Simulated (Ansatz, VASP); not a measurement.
## Ge23H16 (Ge wire along [110], 23 atoms a period, H-terminated): VASP beside Ansatz

Wanted: the spread between two codes on one cell, functional and k mesh. Of the first pair: The structure shown is the start of the Ansatz relaxation below; VASP solves that cell, so the two are compared at the walk's first step.

Method: plane waves, with VASP 6.6.1 beside it; single point at PBE, in Ansatz 0.2.0.

## Step 1: The structure

The cell holds 39 atoms: 16 H and 23 Ge. Cell: a = 20.121 Å, b = 21.566 Å, c = 4.073 Å, α = 90.0°, β = 90.0°, γ = 90.0°. Vacuum lies along a and b. The structure's axis is c.

## Step 2: Ansatz: relaxation, PBE

Ansatz runs on its PAW soft_1 files.

The two programs are compared at the cell with which this relaxation starts, whose forces are those of its first step.

File input.yaml:

```yaml
crystal:
  lattice:
    - [20.121, 0.0, 0.0]
    - [0.0, 21.566, 0.0]
    - [0.0, 0.0, 4.0729350596]
  atoms:
    - { symbol: H, position: [0.168977685, 0.440944199, 0.0] }
    - { symbol: Ge, position: [0.213740193, 0.500006364, 0.0] }
    - { symbol: Ge, position: [0.428441251, 0.405576821, 0.0] }
    - { symbol: Ge, position: [0.428441251, 0.783294994, 0.0] }
    - { symbol: H, position: [0.473203759, 0.157655569, 0.0] }
    - { symbol: Ge, position: [0.500008271, 0.311147278, 0.0] }
    - { symbol: Ge, position: [0.500008271, 0.500006364, 0.0] }
    - { symbol: Ge, position: [0.71470933, 0.405576821, 0.0] }
    - { symbol: H, position: [0.759471837, 0.346514655, 0.0] }
    - { symbol: Ge, position: [0.786276349, 0.500006364, 0.0] }
    - { symbol: H, position: [0.240544705, 0.311147278, 0.187268604] }
    - { symbol: H, position: [0.240544705, 0.688865451, 0.187268604] }
    - { symbol: H, position: [0.831038857, 0.500006364, 0.312731396] }
    - { symbol: Ge, position: [0.285307212, 0.311147278, 0.5] }
    - { symbol: Ge, position: [0.285307212, 0.688865451, 0.5] }
    - { symbol: Ge, position: [0.285307212, 0.500006364, 0.5] }
    - { symbol: H, position: [0.312111724, 0.157655569, 0.5] }
    - { symbol: H, position: [0.312111724, 0.84235716, 0.5] }
    - { symbol: Ge, position: [0.356874232, 0.216717735, 0.5] }
    - { symbol: Ge, position: [0.356874232, 0.405576821, 0.5] }
    - { symbol: Ge, position: [0.356874232, 0.594435908, 0.5] }
    - { symbol: Ge, position: [0.356874232, 0.783294994, 0.5] }
    - { symbol: Ge, position: [0.57157529, 0.311147278, 0.5] }
    - { symbol: Ge, position: [0.57157529, 0.688865451, 0.5] }
    - { symbol: Ge, position: [0.57157529, 0.500006364, 0.5] }
    - { symbol: H, position: [0.616337798, 0.252085112, 0.5] }
    - { symbol: H, position: [0.616337798, 0.747927617, 0.5] }
    - { symbol: Ge, position: [0.64314231, 0.405576821, 0.5] }
    - { symbol: Ge, position: [0.64314231, 0.594435908, 0.5] }
    - { symbol: H, position: [0.831038857, 0.500006364, 0.687268604] }
    - { symbol: H, position: [0.240544705, 0.311147278, 0.812731396] }
    - { symbol: H, position: [0.240544705, 0.688865451, 0.812731396] }
    - { symbol: H, position: [0.168977685, 0.55906853, 0.0] }
    - { symbol: Ge, position: [0.428441251, 0.216717735, 0.0] }
    - { symbol: Ge, position: [0.428441251, 0.594435908, 0.0] }
    - { symbol: H, position: [0.473203759, 0.84235716, 0.0] }
    - { symbol: Ge, position: [0.500008271, 0.688865451, 0.0] }
    - { symbol: Ge, position: [0.71470933, 0.594435908, 0.0] }
    - { symbol: H, position: [0.759471837, 0.653498073, 0.0] }
kpoints:
  mp_grid: { grid: [1, 1, 20] }
scf:
  occupations: { method: fermi_dirac, width: 0.05 }
hamiltonian:
  xc: pbe
  pseudopotentials: { kind: paw, azcp: { folder: soft_1 } }
relax:
  cell: { fix: [a, b, alpha, beta, gamma] }
  max_steps: 45
  f_tol: 0.03
```

The run is started by

```bash
$ ansatz run input.yaml --threads 4 --pin off --max-ram 16384MiB --backend cpu --events-out ev --progress --plain --runs-dir out
```

Numbers of over 12 decimals in the logs are rounded to 6 here.

What it wrote:

```text
Engine: ansatz 0.2.0, aarch64-unknown-linux-gnu
Pseudopotentials: kind: paw
Pseudopotential: H, paw, valence charge 1, recommended cutoff 420 eV (normal), soft_1/H.paw.azcp
Pseudopotential: Ge, paw, valence charge 14, recommended cutoff 420 eV (normal), soft_1/Ge.paw.azcp
Functional definition: PBE
  parameter kappa = 0.804
  parameter beta = 0.066725
  exchange = pbe_x(kappa = kappa, mu = beta*pi^2/3)
  correlation = pbe_c(beta = beta)
Crystal: 39 atoms, lattice volume = 1767.367 Å³
Basis set: ecut = 420 eV, 34559 PW (Γ), exchange–correlation on 270×300×60 points (8 copies of the dense FFT grid, shifted against one another)
Bands: 208, of which v1, the nominal top of the filled ones, is band 169 counted from 1 (168 counted from 0)
Symmetry: 4 space group operations
Space group: Pmm2 (ITA 25), of the structure as read, at distance tolerance 1.2e-4 Å
k-points: 11 of 20
Non-local potential: H, projectors of the file, l = 0: 2, l = 1: 1
Non-local potential: Ge, projectors of the file, l = 0: 2, l = 1: 2, l = 2: 3, l = 3: 1
PAW form: soft (Blöchl's): semilocal exchange-correlation on the pseudo side does not see the compensation charge
PAW one-centre angular grid: H, 110 points (default); XC on 64 Gauss nodes
PAW one-centre angular grid: Ge, 590 points (default); XC on 64 Gauss nodes
Initial density: superposition of atomic densities (neutral atoms: chi_scale 0, normalization atom)
Initial wavefunctions: pseudopotential atomic-orbital guess
Functional: x = pbe(κ = 0.804, μ = 0.219515), c = pbe(β = 0.066725)
SCF iter   1: F=—  HF=-99038.516713 eV  |F-HF|=—  |Δ(HF+E_count)|=         —  Δρ=3.23e-2  dr2=1.56e1  ethr=3.10e-3  ⟨swp⟩=6.2  Hψ=8769  notcnv=0  defer=126
preconditioner: auto → Resta (q_TF=auto, 2.071 Å⁻¹)  ε∞=1.6  [insulator: Δε(μ)=1.169 eV  Ē_g=21.795 eV  σ=0.050 eV  W_gap=1.00  n_scr=288 (ndim 8)  ℏωp=16.2 eV  f_vac=0.570  D(μ)=0.00/eV (n_scr^D=0)  ε∞_Penn≈1.6  vacuum switching on, ρ_ref=3.4e-2 e/Å³]
SCF iter   2: F=—  HF=-99035.288102 eV  |F-HF|=—  |Δ(HF+E_count)|=    3.23e0  Δρ=1.43e-2  dr2=3.78e0  ethr=3.10e-3  ⟨swp⟩=3.0  Hψ=3189  notcnv=0  defer=322
SCF iter   3: F=—  HF=-99035.881309 eV  |F-HF|=—  |Δ(HF+E_count)|=   5.93e-1  Δρ=6.52e-3  dr2=9.36e0  ethr=1.12e-3  ⟨swp⟩=3.5  Hψ=4315  notcnv=0  defer=331  recentre
SCF iter   4: F=—  HF=-99034.506509 eV  |F-HF|=—  |Δ(HF+E_count)|=    1.37e0  Δρ=1.81e-3  dr2=9.01e-2  ethr=1.12e-3  ⟨swp⟩=3.0  Hψ=2991  notcnv=0  defer=305
SCF iter   5: F=—  HF=-99034.508139 eV  |F-HF|=—  |Δ(HF+E_count)|=   1.63e-3  Δρ=8.12e-4  dr2=9.83e-3  ethr=2.67e-5  ⟨swp⟩=2.0  Hψ=3056  notcnv=0  defer=317
SCF iter   6: F=—  HF=-99034.511136 eV  |F-HF|=—  |Δ(HF+E_count)|=   3.00e-3  Δρ=3.00e-4  dr2=7.99e-3  ethr=2.91e-6  ⟨swp⟩=2.0  Hψ=2519  notcnv=0  defer=317
SCF iter   7: F=—  HF=-99034.510445 eV  |F-HF|=—  |Δ(HF+E_count)|=   6.92e-4  Δρ=1.38e-4  dr2=8.65e-4  ethr=2.36e-6  ⟨swp⟩=2.0  Hψ=2313  notcnv=0  defer=317
SCF iter   8: F=—  HF=-99034.510476 eV  |F-HF|=—  |Δ(HF+E_count)|=   3.17e-5  Δρ=5.05e-5  dr2=3.92e-5  ethr=2.56e-7  ⟨swp⟩=2.0  Hψ=2354  notcnv=0  defer=317
SCF iter   9: F=—  HF=-99034.510524 eV  |F-HF|=—  |Δ(HF+E_count)|=   4.82e-5  Δρ=1.94e-5  dr2=1.39e-5  ethr=1.16e-8  ⟨swp⟩=2.0  Hψ=2882  notcnv=0  defer=319
SCF iter  10: F=—  HF=-99034.510528 eV  |F-HF|=—  |Δ(HF+E_count)|=   3.67e-6  Δρ=9.70e-6  dr2=3.38e-6  ethr=4.10e-9  ⟨swp⟩=2.0  Hψ=2388  notcnv=0  defer=319
[...]
SCF iter  12: F=-99034.510529 eV  HF=-99034.510529 eV  |F-HF|=8.03e-9  |Δ(HF+E_count)|=   2.00e-7  Δρ=1.08e-6  dr2=3.71e-8  ethr=2.96e-11  ⟨swp⟩=4.0  Hψ=6592  notcnv=0
SCF 1 converged in 12 iterations: F = -99034.510529 eV  dr2 = 3.71e-8
  greatest PAW one-centre occupation: 0.998 electrons in one spin orbital (limit 2), on the Ge atom at site 13 (counted from 0), in its partial waves of l = 2
relax step   1: F+E_penalty+E_count = -99034.51052909 eV  Δ(F+E_penalty+E_count) = +0.000e0 eV  max|allowed force component| = 3.414e-1 eV/Å  Δτ_max = 0.0000 Å  P = -0.300 GPa  Ω = 1767.367 Å³  fix = [a, b, alpha, beta, gamma]  reactions: a -0.516, b -0.529 GPa  (12 SCF iters, dr2 threshold 1.00e-7 eV, accepted)
Crystal: 39 atoms, lattice volume = 1816.757 Å³
Basis set: ecut = 420 eV, 35403 PW (Γ), exchange–correlation on 270×300×60 points (8 copies of the dense FFT grid, shifted against one another)
Initial density: handed on by an earlier stage of this run
Initial wavefunctions: those handed on with the density
iter 1 solved again at ethr=2.28e-4 eV; its pass at ethr=3.10e-3 eV (dr2=7.69e-1 eV) is discarded
SCF iter   1: F=—  HF=-99034.641352 eV  |F-HF|=—  |Δ(HF+E_count)|=         —  Δρ=9.01e-3  dr2=7.76e-1  ethr=2.28e-4  ⟨swp⟩=4.9  Hψ=11953  notcnv=0
[...]
SCF iter   2: F=—  HF=-99034.687159 eV  |F-HF|=—  |Δ(HF+E_count)|=   6.31e-3  Δρ=3.69e-5  dr2=6.97e-7  ethr=7.21e-10  ⟨swp⟩=3.4  Hψ=4811  notcnv=0
SCF iter   3: F=—  HF=-99034.690187 eV  |F-HF|=—  |Δ(HF+E_count)|=   3.03e-3  Δρ=6.00e-6  dr2=5.67e-7  ethr=2.06e-10  ⟨swp⟩=4.0  Hψ=5353  notcnv=0
SCF iter   4: F=—  HF=-99034.690332 eV  |F-HF|=—  |Δ(HF+E_count)|=   1.45e-4  Δρ=1.83e-6  dr2=9.10e-8  ethr=1.68e-10  ⟨swp⟩=2.3  Hψ=2709  notcnv=0
[...]
SCF converged after 8 iterations
Free energy (F): -99034.690355 eV
Harris-Foulkes:  -99034.690355 eV  (|F-HF|=1.38e-8)
Internal energy: -99034.690355 eV  (E = F + TS)
E sigma→0 (E₀):  -99034.690355 eV
Entropy (-TS):   -0.000001 eV (-0.000 meV/atom)
Fermi energy:    -0.320109 eV
--- Per-component energies (eV) ---
  E_band       = -6368.660592
  E_kinetic    = 2329.080213
  E_local      = -248310.680999  (includes V_loc(G=0)·N_el)
  E_nonlocal   = 5026.224890
  E_hartree    = 121493.912223
  E_xc         = -1775.921517
  E_vxc        = -1661.969246  (∫ρ·V_xc dr)
  E_paw        = -46328.940521  (= ΣΔE_a)
  E_vpaw       = -6739.124484  (= ΣTr[D̂ρ^β])
  E_aug_tail   = -0.014493  (compensation charges beyond the density's cutoff)
  E_ewald      = 68531.649850
  E_smearing   = -0.000001  (= −TS)
  E_closure    = 0.000000  (closes the sum)
  Σ components = -99034.690355   (vs F -99034.690355, Δ=0.00e0)
--- Forces (eV/Å), atoms counted from 1 ---
  atom   1  H      0.00293816     0.00288917     0.00000000
  atom   2  Ge    -0.00426546     0.00000000     0.00000000
  atom   3  Ge     0.00173248     0.00068413     0.00000000
  atom   4  Ge     0.00222698     0.00581637     0.00000000
  atom   5  H     -0.00326881     0.00402645     0.00000000
  atom   6  Ge    -0.00140252    -0.00198615     0.00000000
  atom   7  Ge    -0.00241858     0.00000000     0.00000000
  atom   8  Ge     0.00341382    -0.00115240     0.00000000
  atom   9  H      0.00020659     0.00597460     0.00000000
  atom  10  Ge     0.00045774     0.00000000     0.00000000
  atom  11  H      0.00755829    -0.00268293     0.01318058
  atom  12  H      0.00755829     0.00268293     0.01318058
  atom  13  H     -0.00661570     0.00000000    -0.01349225
  atom  14  Ge    -0.00784930    -0.00034786     0.00000000
  atom  15  Ge    -0.00784930     0.00034786     0.00000000
  atom  16  Ge    -0.00294724     0.00000000     0.00000000
  atom  17  H      0.00044807     0.00317206     0.00000000
  atom  18  H      0.00044807    -0.00317206     0.00000000
  atom  19  Ge     0.00207710     0.00445038     0.00000000
  atom  20  Ge    -0.00555750     0.00261013     0.00000000
  atom  21  Ge    -0.00555750    -0.00261013     0.00000000
  atom  22  Ge     0.00207710    -0.00445038     0.00000000
  atom  23  Ge     0.00298880     0.00287370     0.00000000
  atom  24  Ge     0.00298880    -0.00287370     0.00000000
[...]
atom  32  H      0.00755829     0.00268293    -0.01318058
  atom  33  H      0.00293816    -0.00288917     0.00000000
  atom  34  Ge     0.00222698    -0.00581637     0.00000000
  atom  35  Ge     0.00173248    -0.00068413     0.00000000
  atom  36  H     -0.00326881    -0.00402645     0.00000000
  atom  37  Ge    -0.00140252     0.00198615     0.00000000
  atom  38  Ge     0.00341382     0.00115240     0.00000000
  atom  39  H      0.00020659    -0.00597460     0.00000000
  max |Σ_I F_I| component: 7.25e-7 eV/Å
--- Stress (GPa, compression-positive) ---
       -0.012897       0.000000       0.000000
        0.000000      -0.009255       0.000000
        0.000000       0.000000      -0.009817
  P = ⅓ Tr σ = -0.0107 GPa (-0.107 kbar)
--- Relaxed structure (4 steps of the walk, 4 accepted, 1 SCFs on fresh bases) ---
  F+E_penalty+E_count = -99034.69035537 eV   max|allowed force component| = 1.349e-2 eV/Å   (the final SCF, on the basis selected at the relaxed cell)
  cell:  # Å, volume = 1789.6320 Å³
    - [20.121, 0.0, 0.0]
    - [0.0, 21.566, 0.0]
    - [0.0, 0.0, 4.124246]
  atoms:
    - { symbol: H, position: [0.172454, 0.442252, 2.184178656262631e-19] }
    - { symbol: Ge, position: [0.218338, 0.5, 2.184178656262631e-19] }
    - { symbol: Ge, position: [0.428645, 0.406012, 2.184178656262631e-19] }
    - { symbol: Ge, position: [0.427509, 0.780641, 2.184178656262631e-19] }
    - { symbol: H, position: [0.472506, 0.160674, 2.184178656262631e-19] }
    - { symbol: Ge, position: [0.499764, 0.312050, 2.184178656262631e-19] }
    - { symbol: Ge, position: [0.500131, 0.5, 2.184178656262631e-19] }
    - { symbol: Ge, position: [0.711294, 0.407478, 2.184178656262631e-19] }
    - { symbol: H, position: [0.755538, 0.348204, 2.184178656262631e-19] }
    - { symbol: Ge, position: [0.782655, 0.5, 2.184178656262631e-19] }
    - { symbol: H, position: [0.242309, 0.311879, 0.203030] }
    - { symbol: H, position: [0.242309, 0.688121, 0.203030] }
    - { symbol: H, position: [0.828916, 0.5, 0.297795] }
    - { symbol: Ge, position: [0.288754, 0.311833, 0.500000] }
    - { symbol: Ge, position: [0.288754, 0.688167, 0.500000] }
    - { symbol: Ge, position: [0.286925, 0.5, 0.500000] }
    - { symbol: H, position: [0.314336, 0.160128, 0.500000] }
    - { symbol: H, position: [0.314336, 0.839872, 0.500000] }
    - { symbol: Ge, position: [0.359187, 0.218953, 0.500000] }
    - { symbol: Ge, position: [0.358231, 0.406194, 0.500000] }
    - { symbol: Ge, position: [0.358231, 0.593806, 0.500000] }
    - { symbol: Ge, position: [0.359187, 0.781047, 0.500000] }
    - { symbol: Ge, position: [0.569137, 0.313646, 0.500000] }
    - { symbol: Ge, position: [0.569137, 0.686354, 0.500000] }
    - { symbol: Ge, position: [0.570653, 0.5, 0.500000] }
    - { symbol: H, position: [0.613924, 0.254647, 0.500000] }
    - { symbol: H, position: [0.613924, 0.745353, 0.500000] }
    - { symbol: Ge, position: [0.641894, 0.406142, 0.500000] }
    - { symbol: Ge, position: [0.641894, 0.593858, 0.500000] }
    - { symbol: H, position: [0.828916, 0.5, 0.702205] }
    - { symbol: H, position: [0.242309, 0.311879, 0.796970] }
    - { symbol: H, position: [0.242309, 0.688121, 0.796970] }
    - { symbol: H, position: [0.172454, 0.557748, 2.184178656262631e-19] }
    - { symbol: Ge, position: [0.427509, 0.219359, 2.184178656262631e-19] }
    - { symbol: Ge, position: [0.428645, 0.593988, 2.184178656262631e-19] }
    - { symbol: H, position: [0.472506, 0.839326, 2.184178656262631e-19] }
    - { symbol: Ge, position: [0.499764, 0.687950, 2.184178656262631e-19] }
    - { symbol: Ge, position: [0.711294, 0.592522, 2.184178656262631e-19] }
    - { symbol: H, position: [0.755538, 0.651796, 2.184178656262631e-19] }
```

## Step 3: VASP: single point, PBE, start cell, pair 1

The same cell, functional, mesh and smearing now go to VASP, with its own data sets.

Lines of VASP's logs that name or quote its potential files are left out, and so is its time.

File INCAR:

```
SYSTEM = Ge23H16
PREC = Accurate
ENCUT = 410
EDIFF = 1E-06
NELM = 120
ISMEAR = -1
SIGMA = 0.05
LREAL = Auto
ALGO = Normal
GGA = PE
NBANDS = 196
LORBIT = 11
LWAVE = .FALSE.
LCHARG = .FALSE.
ISIF = 2
LASPH = .TRUE.
GGA_COMPAT = .FALSE.
EFERMI = MIDGAP
KPAR = 4
```

File POSCAR:

```
Ge23H16
1.0
   20.1210000000      0.0000000000      0.0000000000
    0.0000000000     21.5660000000      0.0000000000
    0.0000000000      0.0000000000      4.0729350000
H Ge
16 23
Direct
    0.1689776850      0.4409378188      0.0000000000
    0.4732037672      0.1576492164      0.0000000000
    0.7594718453      0.3465083001      0.0000000000
    0.2405447045      0.3111409163      0.1872686404
    0.2405447045      0.6888590837      0.1872686404
    0.8310388649      0.5000000000      0.3127314823
    0.3121117241      0.1576492164      0.5000000000
    0.3121117241      0.8423507836      0.5000000000
    0.6163378063      0.2520787350      0.5000000000
    0.6163378063      0.7479212650      0.5000000000
    0.8310388649      0.5000000000      0.6872685177
    0.2405447045      0.3111409163      0.8127313596
    0.2405447045      0.6888590837      0.8127313596
    0.1689776850      0.5590621812      0.0000000000
    0.4732037672      0.8423507836      0.0000000000
    0.7594718453      0.6534916999      0.0000000000
    0.2137401720      0.5000000000      0.0000000000
    0.4284412306      0.4055704349      0.0000000000
    0.4284412306      0.7832886488      0.0000000000
    0.5000082501      0.3111409163      0.0000000000
    0.5000082501      0.5000000000      0.0000000000
    0.7147093087      0.4055704349      0.0000000000
    0.7862763282      0.5000000000      0.0000000000
    0.2853071915      0.3111409163      0.5000000000
    0.2853071915      0.6888590837      0.5000000000
    0.2853071915      0.5000000000      0.5000000000
    0.3568742110      0.2167113512      0.5000000000
    0.3568742110      0.4055704349      0.5000000000
    0.3568742110      0.5944295651      0.5000000000
    0.3568742110      0.7832886488      0.5000000000
    0.5715752696      0.3111409163      0.5000000000
    0.5715752696      0.6888590837      0.5000000000
    0.5715752696      0.5000000000      0.5000000000
    0.6431422892      0.4055704349      0.5000000000
    0.6431422892      0.5944295651      0.5000000000
    0.4284412306      0.2167113512      0.0000000000
    0.4284412306      0.5944295651      0.0000000000
    0.5000082501      0.6888590837      0.0000000000
    0.7147093087      0.5944295651      0.0000000000
```

File KPOINTS:

```
Automatic mesh
0
Gamma
1 1 20
0 0 0
```

Potentials, in the order of the species: H and Ge_d (PBE family, release 64).

The run is started by

```bash
$ mpirun -np 4 vasp_std
```

What it wrote:

```text
[banner, memory and clock lines left out]
running    4 mpi-ranks, on    1 nodes
[...]
LDA part: xc-table for (Slater+PW92), standard interpolation
 POSCAR, INCAR and KPOINTS ok, starting setup
[...]
entering main loop
       N       E                     dE             d eps       ncg     rms          rms(c)
DAV:   1     0.375140488507E+04    0.37514E+04   -0.14693E+05  4960   0.249E+03
DAV:   2     0.566599172040E+03   -0.31848E+04   -0.31062E+04  5536   0.607E+02
DAV:   3    -0.963919364938E+02   -0.66299E+03   -0.64496E+03  6064   0.226E+02
DAV:   4    -0.155743895449E+03   -0.59352E+02   -0.58839E+02  4816   0.747E+01
[...]
DAV:  25    -0.153867943237E+03   -0.89835E-05   -0.49116E-07  2872   0.569E-03    0.280E-04
DAV:  26    -0.153867946383E+03   -0.31461E-05   -0.22748E-07  2840   0.347E-03    0.340E-04
DAV:  27    -0.153867947375E+03   -0.99191E-06   -0.93822E-08  2848   0.268E-03
   1 F= -.15386795E+03 E0= -.15386795E+03  d E =-.842861E-06
```

OUTCAR, selected parts (step 3):

```text
  Total       -7.9821397     -8.1704929     -0.5765495      0.0000000      0.0000000      0.0000000
  in kB       -7.2360785     -7.4068270     -0.5226615      0.0000000      0.0000000      0.0000000
  external PRESSURE =      -5.0551890 kB  Pullay stress =       0.0000000 kB

 POSITION                                       TOTAL-FORCE (eV/Angst)
 -----------------------------------------------------------------------------------
      3.40000      9.50927      0.00000         0.049807      0.193975     -0.000000
      9.52133      3.39986      0.00000        -0.042349      0.077166     -0.000000
     15.28133      7.47280      0.00000        -0.052426      0.045538     -0.000000
      4.84000      6.71007      0.76273         0.071246      0.005870      0.361910
      4.84000     14.85593      0.76273         0.071246     -0.005870      0.361910
     16.72133     10.78300      1.27373        -0.057669     -0.000000     -0.346098
      6.28000      3.39986      2.03647         0.031965      0.051011     -0.000000
      6.28000     18.16614      2.03647         0.031965     -0.051011     -0.000000
     12.40133      5.43633      2.03647        -0.029246      0.045658     -0.000000
     12.40133     16.12967      2.03647        -0.029246     -0.045658     -0.000000
     16.72133     10.78300      2.79920        -0.057669     -0.000000      0.346098
      4.84000      6.71007      3.31020         0.071246      0.005870     -0.361910
      4.84000     14.85593      3.31020         0.071246     -0.005870     -0.361910
      3.40000     12.05673      0.00000         0.049807     -0.193975     -0.000000
[...]
-----------------------------------------------------------------------------------
    total drift:                               -0.006163      0.000000     -0.000008

  FREE ENERGIE OF THE ION-ELECTRON SYSTEM (eV)
  ---------------------------------------------------
  free  energy   TOTEN  =      -153.8679473747 eV

  energy  without entropy=     -153.8679465318  energy(sigma->0) =     -153.86794695

[... 3 further parts left out ...]
[key lines of the parts left out:]
E-fermi :  -1.2147
```

## Step 4: Differences

Known differences besides the potentials themselves: the cutoff is 420 eV in Ansatz and 410 eV in VASP (PREC = Accurate, projectors in real space). Total energies have different zeros and are not compared.

Forces on 7 of the 39 atoms, those with the largest forces and the largest differences (eV/Å; atoms numbered as in POSCAR):

| atom | Ansatz x, y, z | VASP x, y, z |
| --- | --- | --- |
| H4 | 0.059, 0.006, 0.341 | 0.071, 0.006, 0.362 |
| H5 | 0.059, -0.006, 0.341 | 0.071, -0.006, 0.362 |
| H6 | -0.046, 0.000, -0.325 | -0.058, 0.000, -0.346 |
| H11 | -0.046, 0.000, 0.325 | -0.058, 0.000, 0.346 |
| H12 | 0.059, 0.006, -0.341 | 0.071, 0.006, -0.362 |
| H13 | 0.059, -0.006, -0.341 | 0.071, -0.006, -0.362 |
| Ge22 | -0.052, 0.306, 0.000 | -0.041, 0.295, 0.000 |

The forces differ by 9.8 meV/Å r.m.s., which is 7.9 % of the r.m.s. force of 0.124 eV/Å (both taken over all components).

(Continued in part 2 of 2.)

[Lines on the potential files, build, host, timing and source positions are cut from VASP's logs without a mark.]

[Logs are printed without paths, hosts, clocks, repeated set-up lines and the standing remarks that a program may print on its own settings, such as how far it seeks lower states.]

[Hosts, paths, dates, database ids (printed as entryN), source tags and the programs' standing remarks are cut or masked in the printed files.]
